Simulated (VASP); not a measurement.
Output of a VASP run:

### OSZICAR
```
...
       N       E                     dE             d eps       ncg     rms          rms(c)
DAV:   1    -0.175127937475E+02   -0.28939E+00   -0.14072E+01  1312   0.654E+01    0.228E+00
DAV:   2    -0.172827697651E+02    0.23002E+00   -0.86962E-01  1396   0.875E+00    0.103E+00
DAV:   3    -0.172410894313E+02    0.41680E-01   -0.15789E-01  1610   0.446E+00    0.302E-01
DAV:   4    -0.172402502976E+02    0.83913E-03   -0.15588E-02  1670   0.108E+00    0.143E-01
DAV:   5    -0.172405130811E+02   -0.26278E-03   -0.46577E-03  1616   0.579E-01    0.778E-02
DAV:   6    -0.172402902695E+02    0.22281E-03   -0.10186E-03  1460   0.159E-01    0.190E-02
DAV:   7    -0.172402911149E+02   -0.84540E-06   -0.13777E-04  1686   0.759E-02    0.105E-02
DAV:   8    -0.172402904559E+02    0.65892E-06   -0.57714E-06  1198   0.231E-02
   4 F= -.17240290E+02 E0= -.17238504E+02  d E =-.286174E-01
       N       E                     dE             d eps       ncg     rms          rms(c)
DAV:   1    -0.181706919318E+02   -0.93040E+00   -0.53532E+01  1280   0.125E+02    0.440E+00
DAV:   2    -0.173618904732E+02    0.80880E+00   -0.32234E+00  1452   0.193E+01    0.192E+00
DAV:   3    -0.172187853422E+02    0.14311E+00   -0.57112E-01  1592   0.873E+00    0.578E-01
DAV:   4    -0.172163194187E+02    0.24659E-02   -0.40347E-02  1624   0.213E+00    0.279E-01
DAV:   5    -0.172167491896E+02   -0.42977E-03   -0.37380E-03  1630   0.730E-01    0.615E-02
DAV:   6    -0.172167865607E+02   -0.37371E-04   -0.19860E-04  1576   0.110E-01    0.194E-02
DAV:   7    -0.172167814547E+02    0.51060E-05   -0.20251E-05  1616   0.438E-02    0.820E-03
DAV:   8    -0.172167798093E+02    0.16454E-05   -0.12520E-06   834   0.134E-02    0.209E-03
DAV:   9    -0.172167801954E+02   -0.38608E-06   -0.32668E-07   626   0.160E-02
   5 F= -.17216780E+02 E0= -.17216301E+02  d E =-.510719E-02
       N       E                     dE             d eps       ncg     rms          rms(c)
DAV:   1    -0.177766096474E+02   -0.55983E+00   -0.29507E+01  1268   0.992E+01    0.323E+00
DAV:   2    -0.173172112983E+02    0.45940E+00   -0.18142E+00  1440   0.115E+01    0.140E+00
DAV:   3    -0.172451967816E+02    0.72015E-01   -0.25692E-01  1594   0.556E+00    0.476E-01
DAV:   4    -0.172423605399E+02    0.28362E-02   -0.32608E-02  1630   0.190E+00    0.197E-01
DAV:   5    -0.172429755097E+02   -0.61497E-03   -0.63644E-03  1588   0.771E-01    0.726E-02
DAV:   6    -0.172427642199E+02    0.21129E-03   -0.10177E-03  1540   0.163E-01    0.282E-02
DAV:   7    -0.172427588012E+02    0.54186E-05   -0.28229E-04  1584   0.105E-01    0.132E-02
DAV:   8    -0.172427585033E+02    0.29795E-06   -0.19996E-05  1518   0.413E-02    0.502E-03
DAV:   9    -0.172427580810E+02    0.42225E-06   -0.28450E-06   868   0.141E-02
   6 F= -.17242758E+02 E0= -.17241834E+02  d E =-.310851E-01
       N       E                     dE             d eps       ncg     rms          rms(c)
DAV:   1    -0.172461234847E+02   -0.33650E-02   -0.17270E-01  1310   0.749E+00    0.251E-01
DAV:   2    -0.172433796332E+02    0.27439E-02   -0.10376E-02  1402   0.895E-01    0.111E-01
DAV:   3    -0.172429159444E+02    0.46369E-03   -0.15439E-03  1614   0.451E-01    0.359E-02
DAV:   4    -0.172429013982E+02    0.14546E-04   -0.17342E-04  1680   0.139E-01    0.163E-02
DAV:   5    -0.172429068123E+02   -0.54141E-05   -0.23518E-05  1412   0.552E-02    0.385E-03
DAV:   6    -0.172429066687E+02    0.14360E-06   -0.48188E-06  1000   0.152E-02
   7 F= -.17242907E+02 E0= -.17241829E+02  d E =-.312337E-01
```

OUTCAR:
```
------------------------ aborting loop because EDIFF is reached ----------------------------------------
  FORCE on cell =-STRESS in cart. coord.  units (eV):
  Direction    XX          YY          ZZ          XY          YZ          ZX
  --------------------------------------------------------------------------------------
  Total        0.0304941      0.0304941      0.0593091      0.0000000      0.0000000      0.0000000
  in kB        0.4321587      0.4321587      0.8405225      0.0000000      0.0000000      0.0000000
  external PRESSURE =       0.5682800 kB  Pullay stress =       0.0000000 kB
  volume of cell :      113.05
      direct lattice vectors                 reciprocal lattice vectors
     3.537548542  0.000000000 -0.000000000     0.282681633  0.163206317 -0.000000000
    -1.768774271  3.063606907  0.000000000    -0.000000000  0.326412634  0.000000000
     0.000000000 -0.000000000 10.431514166     0.000000000 -0.000000000  0.095863360
 POSITION                                       TOTAL-FORCE (eV/Angst)
 -----------------------------------------------------------------------------------
      0.00000      0.00000      0.00000         0.000000      0.000000     -0.000000
      0.00000     -0.00000      5.21576         0.000000      0.000000     -0.000000
     -0.00000      2.04241      2.60788         0.000000     -0.000000      0.000000
      1.76878      1.02120      7.82364        -0.000000     -0.000000     -0.000000
 -----------------------------------------------------------------------------------
    total drift:                                0.000000     -0.000000     -0.000000
  FREE ENERGIE OF THE ION-ELECTRON SYSTEM (eV)
  ---------------------------------------------------
  free  energy   TOTEN  =       -17.2429066687 eV

  energy  without entropy=      -17.2396748719  energy(sigma->0) =      -17.24182940

 reached required accuracy - stopping structural energy minimisation
```
(Selected blocks of OUTCAR.)

File POSCAR:
```
LaAl
1
    3.3918712961    -0.0000000000     0.0000000000
   -1.6959356480     2.9374467108    -0.0000000000
    0.0000000000    -0.0000000000    10.8935921119
La Al
2 2
Direct
  0.0000000000   0.0000000000   0.0000000000
  0.0000000000   0.0000000000   0.5000000000
  0.3333330000   0.6666670000   0.2500000000
  0.6666670000   0.3333330000   0.7500000000
```

Question: Write an INCAR and KPOINTS that could have produced this output.

Answer: This is not unique; one that fits is the input of the run itself, PBE GGA, plane waves, VASP's PBE PAW potentials (set 64).

KPOINTS:
```
Regular mesh
0
Gamma
9 9 3
0 0 0
```

INCAR:
```
# general
SYSTEM  = LaAl
PREC    = Accurate
ENCUT   = 400   # plane-wave cut-off (eV)
LREAL   = .False.   # projection in real space or not
LASPH   = .True.

# electronic loop
EDIFF   = 1E-6   # SCF stop (eV)
NELM    = 100
ALGO    = Normal   # blocked Davidson
LMAXMIX = 6

# smearing
ISMEAR  = 1
SIGMA   = 0.1   # width (eV)

# functional
GGA     = PE

# ions
IBRION  = 2   # conjugate gradients
NSW     = 60   # most ionic steps
ISIF    = 3
EDIFFG  = -0.02   # ionic stop

# output
LWAVE   = .False.
LCHARG  = .False.
```

POTCAR, in this order: La Al (PBE.64 set). Program: vasp_std.

Energy and stress use the plane-wave basis of the starting cell.

The structure was generated: LaAl was put into the NiAs type type (P6_3/mmc), which need not be its known phase. This run relaxes it. Symmetry was kept, so distortions that lower it aren't found. The start is the result of an earlier pass.
